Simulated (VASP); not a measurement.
# Relaxed cell of WSe2: a test of cutoff and mesh

How far does the relaxed cell of WSe2 depend on cutoff and k mesh? The starting structure is a measured crystal structure from the Crystallography Open Database. The first relaxation on each setting starts from this cell expanded by 3 % in volume.

Main program and level: VASP 6.6.1; Kohn-Sham DFT with plane waves and PAW; PBEsol.

The database entry behind the starting cell differs from later determinations by our own check (a about 0.2 % long), so it need not match the best structure at ambient conditions.

## (1) The structure

Symmetry: P6_3/mmc, No. 194, hexagonal system. Conventional cell: a = 3.290 Å, b = 3.290 Å, c = 12.970 Å, α = 90.00°, β = 90.00°, γ = 120.00°. W has 6 Se at 2.53 Å nearest. Nearest to Se lie 3 W at 2.53 Å. Farther neighbours and most contacts between anions are not listed.

## (2) Reference relaxation

File INCAR:

```
SYSTEM = WSe2
PREC = Accurate
ENCUT = 450
EDIFF = 1E-06
NELM = 100
ISMEAR = 0
SIGMA = 0.03
LREAL = .FALSE.
ALGO = Normal
GGA = PS
NBANDS = 24
LORBIT = 11
LWAVE = .FALSE.
LCHARG = .FALSE.
KPAR = 4
IBRION = 2
NSW = 50
ISIF = 3
EDIFFG = -0.004
```

File POSCAR:

```
WSe2
1.0
    3.3225763760      0.0000000000      0.0000000000
   -1.6612881880      2.8774355477      0.0000000000
    0.0000000000      0.0000000000     13.0984241936
W Se
2 4
Direct
    0.6666666667      0.3333333333      0.7500000000
    0.3333333333      0.6666666667      0.2500000000
    0.6666666667      0.3333333333      0.3790000000
    0.3333333333      0.6666666667      0.8790000000
    0.6666666667      0.3333333333      0.1210000000
    0.3333333333      0.6666666667      0.6210000000
```

File KPOINTS:

```
Automatic mesh
0
Gamma
8 8 2
0 0 0
```

The projector-augmented-wave data sets are W and Se (PBE family, release 64).

Command:

```bash
mpirun -np 4 vasp_std
```

The log of the run:

```text
[banner, memory and clock lines left out]
running    4 mpi-ranks, on    1 nodes
 distrk:  each k-point on    1 cores,    4 groups
 distr:  one band on    1 cores,    1 groups

 POSCAR found type information on POSCAR W Se
 POSCAR found :  2 types and       6 ions
|                                                                             |
|               ----> ADVICE to this user running VASP <----                  |
|                                                                             |
|     You enforced a specific xc type in the INCAR file but a different       |
|     [... a line on the potential file left out ...]
|     I HOPE YOU KNOW WHAT YOU ARE DOING!                                     |
|                                                                             |

 LDA part: xc-table for (Slater+PW92), standard interpolation
 POSCAR, INCAR and KPOINTS ok, starting setup
 FFT: planning ... GRIDC
 FFT: planning ... GRID_SOFT
 FFT: planning ... GRID
 WAVECAR not read
 entering main loop
       N       E                     dE             d eps       ncg     rms          rms(c)
DAV:   1     0.164981207709E+03    0.16498E+03   -0.14323E+04   960   0.116E+03
DAV:   2    -0.348164856907E+02   -0.19980E+03   -0.19160E+03  1344   0.245E+02
DAV:   3    -0.485130329563E+02   -0.13697E+02   -0.13579E+02  1288   0.639E+01
DAV:   4    -0.487804670748E+02   -0.26743E+00   -0.26680E+00  1296   0.939E+00
DAV:   5    -0.487849199682E+02   -0.44529E-02   -0.44496E-02  1320   0.108E+00    0.304E+01
DAV:   6    -0.470748718710E+02    0.17100E+01   -0.91033E+00  1392   0.140E+01    0.115E+01
DAV:   7    -0.468020277947E+02    0.27284E+00   -0.48498E+00  1304   0.110E+01    0.796E+00
DAV:   8    -0.465779293936E+02    0.22410E+00   -0.72413E-01  1336   0.492E+00    0.661E-01
DAV:   9    -0.465768937970E+02    0.10356E-02   -0.63951E-02  1328   0.133E+00    0.435E-01
DAV:  10    -0.465762105284E+02    0.68327E-03   -0.49430E-03  1216   0.400E-01    0.268E-01
DAV:  11    -0.465761477328E+02    0.62796E-04   -0.87822E-04  1224   0.149E-01    0.166E-01
DAV:  12    -0.465761422252E+02    0.55075E-05   -0.29917E-04  1328   0.923E-02    0.385E-02
DAV:  13    -0.465761444922E+02   -0.22670E-05   -0.16604E-05  1256   0.233E-02    0.114E-02
DAV:  14    -0.465761444159E+02    0.76332E-07   -0.14147E-06   856   0.724E-03
   1 F= -.46576144E+02 E0= -.46576144E+02  d E =-.465761E+02
[... from here on, the cycles between the ionic steps are left out ...]
   2 F= -.46252808E+02 E0= -.46252808E+02  d E =0.323336E+00
   3 F= -.46660062E+02 E0= -.46660062E+02  d E =-.839174E-01
   4 F= -.46660119E+02 E0= -.46660119E+02  d E =-.839744E-01
   5 F= -.46666409E+02 E0= -.46666409E+02  d E =-.629031E-02
   6 F= -.46666439E+02 E0= -.46666439E+02  d E =-.632014E-02
   7 F= -.46666722E+02 E0= -.46666722E+02  d E =-.282886E-03
   8 F= -.46667382E+02 E0= -.46667382E+02  d E =-.942859E-03
   9 F= -.46667868E+02 E0= -.46667868E+02  d E =-.142935E-02
  10 F= -.46667935E+02 E0= -.46667935E+02  d E =-.670897E-04
  11 F= -.46668127E+02 E0= -.46668127E+02  d E =-.259115E-03
  12 F= -.46668420E+02 E0= -.46668420E+02  d E =-.551880E-03
  13 F= -.46668646E+02 E0= -.46668646E+02  d E =-.777568E-03
  14 F= -.46668646E+02 E0= -.46668646E+02  d E =-.777498E-03
  15 F= -.46668643E+02 E0= -.46668643E+02  d E =-.774652E-03
  16 F= -.46668647E+02 E0= -.46668647E+02  d E =-.431145E-05
  17 F= -.46668653E+02 E0= -.46668653E+02  d E =-.104624E-04
  18 F= -.46668653E+02 E0= -.46668653E+02  d E =-.104382E-04
  19 F= -.46668654E+02 E0= -.46668654E+02  d E =-.106015E-04
  20 F= -.46668654E+02 E0= -.46668654E+02  d E =-.106271E-04
  21 F= -.46668656E+02 E0= -.46668656E+02  d E =-.213350E-05
 ZBRENT: can't locate minimum, use default step
 trial-energy change:   -0.000002  1 .order   -0.000002   -0.000002   -0.000002
 step:   0.7687(harm=  0.7687)  dis= 0.00006  next Energy=   -46.668664 (dE=-0.995E-05)
 bond charge predicted
       N       E                     dE             d eps       ncg     rms          rms(c)
DAV:   1    -0.466686646871E+02   -0.83619E-05   -0.29895E-04   992   0.912E-02    0.191E-02
DAV:   2    -0.466686586576E+02    0.60296E-05   -0.15861E-05  1216   0.218E-02    0.137E-02
DAV:   3    -0.466686564936E+02    0.21640E-05   -0.47613E-06  1016   0.118E-02    0.264E-03
DAV:   4    -0.466686560188E+02    0.47473E-06   -0.73886E-07   480   0.443E-03
  22 F= -.46668656E+02 E0= -.46668656E+02  d E =-.242735E-05
 curvature:  -0.81 expect dE=-0.473E-06 dE for cont linesearch -0.407E-06
 trial: gam= 0.00000 g(F)=  0.160E-06 g(S)=  0.420E-06 ort =-0.291E-05 (trialstep = 0.307E+00)
 search vector abs. value=  0.581E-06
 reached required accuracy - stopping structural energy minimisation
```

Elapsed: 4.6 min, on 4 MPI ranks of Intel Xeon Platinum 8375C at 2.90GHz (Ice Lake), shared host; peak memory 1 GiB; 18 min of CPU time.

Lines that name or quote the potential files are left out of all logs, and their timing lines are given in words.

OUTCAR, selected parts (step 2):

```text
ion  position               nearest neighbor table
   1  0.667  0.333  0.750-   4 2.56   6 2.56   4 2.56   6 2.56   4 2.56   6 2.56
   2  0.333  0.667  0.250-   3 2.56   5 2.56   3 2.56   5 2.56   3 2.56   5 2.56
   3  0.667  0.333  0.379-   2 2.56   2 2.56   2 2.56
   4  0.333  0.667  0.879-   1 2.56   1 2.56   1 2.56
   5  0.667  0.333  0.121-   2 2.56   2 2.56   2 2.56
   6  0.333  0.667  0.621-   1 2.56   1 2.56   1 2.56

  LATTYP: Found a hexagonal cell.
 ALAT       =     3.3225763760
 C/A-ratio  =     3.9422492401

 Subroutine GETGRP returns: Found 24 space group operations
 (whereof 12 operations were pure point group operations)

The static configuration has the point symmetry D_3d.
 The point group associated with its full space group is D_6h.

 Found     20 irreducible k-points:

   k-points           NKPTS =     20   k-points in BZ     NKDIM =     20   number of bands    NBANDS=     24

   dimension x,y,z NGX =    24 NGY =   24 NGZ =   96
   dimension x,y,z NGXF=    48 NGYF=   48 NGZF=  192

   ENCUT  =  450.0 eV  33.07 Ry    5.75 a.u.   5.75  5.75 22.66*2*pi/ulx,y,z

   NELECT =      36.0000    total number of electrons

 k-points in reciprocal lattice and weights: Automatic mesh
   0.00000000  0.00000000  0.00000000       0.008
   0.12500000 -0.00000000  0.00000000       0.047
   0.25000000 -0.00000000  0.00000000       0.047
   0.37500000  0.00000000  0.00000000       0.047
   0.50000000 -0.00000000  0.00000000       0.023
   0.12500000  0.12500000  0.00000000       0.047
   0.25000000  0.12500000  0.00000000       0.094
   0.37500000  0.12500000  0.00000000       0.094
   0.25000000  0.25000000  0.00000000       0.047
[...]
0.25000000  0.25000000  0.50000000       0.047
   0.37500000  0.25000000  0.50000000       0.047

 average (electrostatic) potential at core
       1 -40.5264       2 -40.5264       3 -53.2566       4 -53.2566       5 -53.2566
       6 -53.2566

 E-fermi :   5.1787

 k-point     1 :       0.0000    0.0000    0.0000
  band No.  band energies     occupation
    ...
     14       3.6432      2.00000
     15       3.6432      2.00000
     16       3.8521      2.00000
     17       3.9188      2.00000
     18       5.0127      2.00000
     19       7.8353      0.00000
     20       7.8353      0.00000
     21       7.8769      0.00000
     22       7.8769      0.00000
     23       7.9555      0.00000
    ...

 k-point     2 :       0.1250   -0.0000    0.0000
  band No.  band energies     occupation
    ...
     14       3.2683      2.00000
     15       3.4579      2.00000
     16       3.9658      2.00000
     17       4.1521      2.00000
     18       4.6740      2.00000
     19       7.1192      0.00000
     20       7.4183      0.00000
     21       7.5460      0.00000
     22       7.5908      0.00000
     23       7.6381      0.00000
    ...

 k-point     3 :       0.2500   -0.0000    0.0000
  band No.  band energies     occupation
    ...
     14       3.2246      2.00000
     15       3.2908      2.00000
     16       3.5510      2.00000
     17       3.7183      2.00000
     18       3.8491      2.00000
     19       6.3924      0.00000
     20       7.1714      0.00000
     21       7.3074      0.00000
     22       7.3748      0.00000
     23       7.4104      0.00000
    ...

  Total       -0.0047487     -0.0047487      0.0026816     -0.0000000      0.0000000      0.0000000
  in kB       -0.0622282     -0.0622282      0.0351405     -0.0000000      0.0000000      0.0000000
  external PRESSURE =      -0.0297719 kB  Pullay stress =       0.0000000 kB

  energy-cutoff  :      450.00
  volume of cell :      122.26
      direct lattice vectors                 reciprocal lattice vectors
     3.268503379 -0.000000000 -0.000000000     0.305950426  0.176640561  0.000000000
    -1.634251690  2.830606959  0.000000000     0.000000000  0.353281121  0.000000000
    -0.000000000 -0.000000000 13.215034690     0.000000000 -0.000000000  0.075671387

 POSITION                                       TOTAL-FORCE (eV/Angst)
 -----------------------------------------------------------------------------------
      1.63425      0.94354      9.91128        -0.000000     -0.000000      0.000000
     -0.00000      1.88707      3.30376        -0.000000      0.000000      0.000000
      1.63425      0.94354      4.97816        -0.000000     -0.000000      0.000911
     -0.00000      1.88707     11.58568         0.000000     -0.000000      0.000911
      1.63425      0.94354      1.62936        -0.000000     -0.000000     -0.000911
     -0.00000      1.88707      8.23687         0.000000      0.000000     -0.000911
 -----------------------------------------------------------------------------------
    total drift:                               -0.000000      0.000000     -0.000000

  FREE ENERGIE OF THE ION-ELECTRON SYSTEM (eV)
  ---------------------------------------------------
  free  energy   TOTEN  =       -46.6686560188 eV

  energy  without entropy=      -46.6686560188  energy(sigma->0) =      -46.66865602

 reached required accuracy - stopping structural energy minimisation

 total charge
# of ion       s       p       d       tot
------------------------------------------
    1        0.539   0.633   4.240   5.412
    2        0.539   0.633   4.240   5.412
    3        1.477   2.345   0.072   3.894
    4        1.477   2.345   0.072   3.894
    5        1.477   2.345   0.072   3.894
    6        1.477   2.345   0.072   3.894
--------------------------------------------------
tot          6.985  10.647   8.768  26.400

[... 3 further parts left out ...]
```

CONTCAR:

```
WSe2
   1.00000000000000
     3.2685033794370293   -0.0000000000000000   -0.0000000000000000
    -1.6342516897185146    2.8306069590143190    0.0000000000000000
    -0.0000000000000000   -0.0000000000000000   13.2150346897465987
  W               Se
     2     4
Direct
     0.6666666667000030    0.3333333332999970    0.7500000000000000
     0.3333333332999970    0.6666666667000030    0.2500000000000000
     0.6666666667000030    0.3333333332999970    0.3767042739441131
     0.3333333332999970    0.6666666667000030    0.8767042739441133
     0.6666666667000030    0.3333333332999970    0.1232957260558867
     0.3333333332999970    0.6666666667000030    0.6232957260558867
```

Logs of long relaxations may skip ionic steps without a mark.

The PAW data sets were made with PBE, which is usual practice but a small mismatch for other functionals. The data set W keeps the semicore shell frozen, which is cheaper and a little less accurate. The run keeps the 24 symmetry operations of its start, so it cannot find a distortion of lower symmetry.

The reference relaxation ends at 20.377 Å³ an atom. Pressures at 0.985 and 1.015 times this volume, from two more relaxations that aren't shown, give a bulk modulus of 24.4 GPa.

## (3) Relaxation with a cutoff of 220 eV

Against step 2 the input has ENCUT = 220. This run starts from the cell of an earlier relaxation, which isn't shown; the restart sets up the plane waves anew.

Edit INCAR of step 2 so:

```diff
@@ -2,3 +2,3 @@
 PREC = Accurate
-ENCUT = 450
+ENCUT = 220
 EDIFF = 1E-06
```

File POSCAR:

```
WSe2
1.0
    3.2615766684      0.0000000000      0.0000000000
   -1.6307883342      2.8246082513      0.0000000000
    0.0000000000      0.0000000000     12.9611084452
W Se
2 4
Direct
    0.6666666667      0.3333333333      0.7500000000
    0.3333333333      0.6666666667      0.2500000000
    0.6666666667      0.3333333333      0.3793095028
    0.3333333333      0.6666666667      0.8793095028
    0.6666666667      0.3333333333      0.1206904972
    0.3333333333      0.6666666667      0.6206904972
```

KPOINTS is that of step 2.

Command:

```bash
mpirun -np 4 vasp_std
```

The log of the run:

```text
[banner, memory and clock lines left out]
running    4 mpi-ranks, on    1 nodes
[...]
[... a notice as in an earlier step ...]

 LDA part: xc-table for (Slater+PW92), standard interpolation
 POSCAR, INCAR and KPOINTS ok, starting setup
[...]
entering main loop
       N       E                     dE             d eps       ncg     rms          rms(c)
DAV:   1     0.932346311952E+02    0.93235E+02   -0.95369E+03   960   0.650E+02
DAV:   2    -0.419121089911E+02   -0.13515E+03   -0.13012E+03  1328   0.165E+02
DAV:   3    -0.485462812833E+02   -0.66342E+01   -0.65995E+01  1288   0.406E+01
DAV:   4    -0.486451596324E+02   -0.98878E-01   -0.98778E-01  1208   0.490E+00
[...]
DAV:  12    -0.466147436203E+02    0.80805E-04   -0.17225E-04  1344   0.644E-02    0.602E-02
DAV:  13    -0.466147311664E+02    0.12454E-04   -0.99044E-05  1336   0.431E-02    0.481E-03
DAV:  14    -0.466147310647E+02    0.10170E-06   -0.15927E-06   888   0.768E-03
   1 F= -.46614731E+02 E0= -.46614731E+02  d E =-.466147E+02
[... from here on, the cycles between the ionic steps are left out ...]
   2 F= -.46614132E+02 E0= -.46614132E+02  d E =0.598656E-03
   3 F= -.46615022E+02 E0= -.46615022E+02  d E =-.290995E-03
   4 F= -.46615022E+02 E0= -.46615022E+02  d E =-.290526E-03
   5 F= -.46615183E+02 E0= -.46615183E+02  d E =-.161347E-03
   6 F= -.46615207E+02 E0= -.46615207E+02  d E =-.185059E-03
   7 F= -.46615333E+02 E0= -.46615333E+02  d E =-.126005E-03
   8 F= -.46615455E+02 E0= -.46615455E+02  d E =-.247865E-03
   9 F= -.46615531E+02 E0= -.46615531E+02  d E =-.763682E-04
  10 F= -.46615552E+02 E0= -.46615552E+02  d E =-.976202E-04
  11 F= -.46615552E+02 E0= -.46615552E+02  d E =-.974968E-04
  12 F= -.46615558E+02 E0= -.46615558E+02  d E =-.568776E-05
  13 F= -.46615554E+02 E0= -.46615554E+02  d E =-.187162E-05
  14 F= -.46615559E+02 E0= -.46615559E+02  d E =-.738184E-05
[...]
reached required accuracy - stopping structural energy minimisation
```

Wall time 43 s (4 MPI ranks); peak memory 0.6 GiB; 2.8 min of CPU time.

OUTCAR, selected parts (step 3):

```text
  Total        0.0060742      0.0060742      0.0128808      0.0000000      0.0000000      0.0000000
  in kB        0.0820687      0.0820687      0.1740328      0.0000000      0.0000000      0.0000000
  external PRESSURE =       0.1127234 kB  Pullay stress =       0.0000000 kB

 POSITION                                       TOTAL-FORCE (eV/Angst)
 -----------------------------------------------------------------------------------
      1.62898      0.94049      9.67519         0.000000     -0.000000      0.000000
     -0.00000      1.88099      3.22506        -0.000000      0.000000      0.000000
      1.62898      0.94049      4.90193         0.000000     -0.000000     -0.000045
     -0.00000      1.88099     11.35206        -0.000000      0.000000     -0.000045
      1.62898      0.94049      1.54819         0.000000     -0.000000      0.000045
     -0.00000      1.88099      7.99832        -0.000000      0.000000      0.000045
 -----------------------------------------------------------------------------------
    total drift:                               -0.000000      0.000000     -0.000000

  FREE ENERGIE OF THE ION-ELECTRON SYSTEM (eV)
  ---------------------------------------------------
  free  energy   TOTEN  =       -46.6155593928 eV

  energy  without entropy=      -46.6155593928  energy(sigma->0) =      -46.61555939

[... 2 parts as in an earlier step ...]

[... 2 further parts left out ...]
[key lines of the parts left out:]
E-fermi :   5.5349
```

With a cutoff of 220 eV the cell ends at 19.764 Å³ an atom, -3.01 % from the reference, a by -0.3 % and c by -2.4 %; the bulk modulus is 42.8 GPa against 24.4 GPa.

(Part 1 of 2 ends here.)

[Lines on the potential files, build, host, timing and source positions are cut from VASP's logs without a mark.]

[Logs are printed without paths, hosts, clocks, repeated set-up lines and the standing remarks that a program may print on its own settings, such as how far it seeks lower states.]

[Hosts, paths, dates, database ids (printed as entryN), source tags and the programs' standing remarks are cut or masked in the printed files.]
